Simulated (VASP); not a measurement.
Output of a VASP run:

**OSZICAR**
```
       N       E                     dE             d eps       ncg     rms          rms(c)
DAV:   1     0.106568382066E+03    0.10657E+03   -0.75166E+03  1250   0.151E+03
DAV:   2     0.425042720598E+01   -0.10232E+03   -0.10050E+03  1268   0.326E+02
DAV:   3    -0.238955185916E+00   -0.44894E+01   -0.44655E+01  1482   0.791E+01
DAV:   4    -0.348158459379E+00   -0.10920E+00   -0.10915E+00  1491   0.138E+01
DAV:   5    -0.352925177412E+00   -0.47667E-02   -0.47666E-02  1587   0.254E+00    0.491E-01
DAV:   6    -0.345410750726E+00    0.75144E-02   -0.11841E-02  1541   0.200E+00    0.237E-01
DAV:   7    -0.343325372610E+00    0.20854E-02   -0.48957E-03  1457   0.125E+00    0.654E-02
DAV:   8    -0.343231224836E+00    0.94148E-04   -0.32046E-04  1406   0.361E-01    0.118E-02
DAV:   9    -0.343225472981E+00    0.57519E-05   -0.13115E-05  1486   0.713E-02    0.540E-03
DAV:  10    -0.343224620424E+00    0.85256E-06   -0.17839E-06  1314   0.156E-02
   1 F= -.34322462E+00 E0= -.34321084E+00  d E =-.343225E+00
       N       E                     dE             d eps       ncg     rms          rms(c)
DAV:   1    -0.725624228865E+00   -0.38240E+00   -0.11820E+01  1442   0.805E+01    0.317E+00
DAV:   2    -0.396872659948E+00    0.32875E+00   -0.67089E-01  1418   0.174E+01    0.113E+00
DAV:   3    -0.348579907649E+00    0.48293E-01   -0.20657E-01  1613   0.929E+00    0.102E-01
DAV:   4    -0.348491050469E+00    0.88857E-04   -0.24773E-03  1313   0.638E-01    0.537E-02
DAV:   5    -0.348620385759E+00   -0.12934E-03   -0.14828E-03  1265   0.385E-01    0.346E-02
DAV:   6    -0.348554547499E+00    0.65838E-04   -0.19192E-04  1423   0.274E-01    0.743E-03
DAV:   7    -0.348553540425E+00    0.10071E-05   -0.16990E-05  1355   0.624E-02    0.104E-03
DAV:   8    -0.348553464888E+00    0.75537E-07   -0.23843E-07   718   0.540E-03
   2 F= -.34855346E+00 E0= -.34855478E+00  d E =-.532884E-02
       N       E                     dE             d eps       ncg     rms          rms(c)
DAV:   1    -0.370336847561E+00   -0.21783E-01   -0.62298E-01  1439   0.173E+01    0.758E-01
DAV:   2    -0.351557764634E+00    0.18779E-01   -0.37767E-02  1409   0.427E+00    0.264E-01
DAV:   3    -0.349014004774E+00    0.25438E-02   -0.10499E-02  1578   0.214E+00    0.215E-02
DAV:   4    -0.349021769730E+00   -0.77650E-05   -0.12328E-04  1271   0.125E-01    0.120E-02
DAV:   5    -0.349040917617E+00   -0.19148E-04   -0.68744E-05  1262   0.729E-02    0.646E-03
DAV:   6    -0.349037923349E+00    0.29943E-05   -0.45128E-06  1436   0.402E-02    0.126E-03
DAV:   7    -0.349037312286E+00    0.61106E-06   -0.40828E-07   664   0.738E-03
   3 F= -.34903731E+00 E0= -.34903809E+00  d E =-.581269E-02
```

### OUTCAR
```
------------------------ aborting loop because EDIFF is reached ----------------------------------------
  FORCE on cell =-STRESS in cart. coord.  units (eV):
  Direction    XX          YY          ZZ          XY          YZ          ZX
  --------------------------------------------------------------------------------------
  Total        0.0028860      0.0028860      0.0028860      0.0000000      0.0000000      0.0000000
  in kB        0.1470527      0.1470527      0.1470527      0.0000000      0.0000000      0.0000000
  external PRESSURE =       0.1470527 kB  Pullay stress =       0.0000000 kB
  volume of cell :       31.44
      direct lattice vectors                 reciprocal lattice vectors
    -0.000000000  2.505149623  2.505149623    -0.199588877  0.199588877  0.199588877
     2.505149623 -0.000000000  2.505149623     0.199588877 -0.199588877  0.199588877
     2.505149623  2.505149623 -0.000000000     0.199588877  0.199588877 -0.199588877
 POSITION                                       TOTAL-FORCE (eV/Angst)
 -----------------------------------------------------------------------------------
      0.00000      0.00000      0.00000         0.000000      0.000000     -0.000000
 -----------------------------------------------------------------------------------
    total drift:                               -0.000000     -0.000000     -0.000000
  FREE ENERGIE OF THE ION-ELECTRON SYSTEM (eV)
  ---------------------------------------------------
  free  energy   TOTEN  =        -0.3490373123 eV

  energy  without entropy=       -0.3490396423  energy(sigma->0) =       -0.34903809

 reached required accuracy - stopping structural energy minimisation
```
(Selected blocks of OUTCAR.)

### POSCAR
```
Pb
1
    0.0000000000     2.4750000000     2.4750000000
    2.4750000000     0.0000000000     2.4750000000
    2.4750000000     2.4750000000     0.0000000000
Pb
1
Direct
  0.0000000000   0.0000000000   0.0000000000
```

**Question.** Reconstruct the remaining input files.

**Answer.** This is not unique; one that fits is the input of the run itself, optB88-vdW, plane waves, VASP's PBE PAW potentials (set 64).

INCAR:
```
PREC=Accurate
LCHARG=.False.
LWAVE=.False.
PARAM2=0.22
LMAXMIX=4
EDIFF=1E-6   ! SCF stop (eV)
EDIFFG=-0.01   ! ionic stop
ISMEAR=1   ! Methfessel-Paxton
LREAL=.False.   ! projection in real space or not
NSW=60
GGA=BO
ENCUT=520
IBRION=2
LASPH=.True.   ! aspherical one-centre terms
NELM=100   ! most electronic steps
SIGMA=0.1
ALGO=Normal   ! blocked Davidson
PARAM1=0.1833333333
SYSTEM=Pb
LUSE_VDW=.True.
ISIF=3   ! ions, shape and volume
AGGAC=0.0
```

### KPOINTS
```
Automatic mesh
0
Gamma
11 11 11
0 0 0
```

POTCAR, in this order: Pb_d (PBE.64 set). Program: vasp_std.

Energy and stress use the plane-wave basis of the starting cell.

The compound is Pb in the fcc structure. This run relaxes it. Symmetry was kept, so distortions that lower it aren't found.
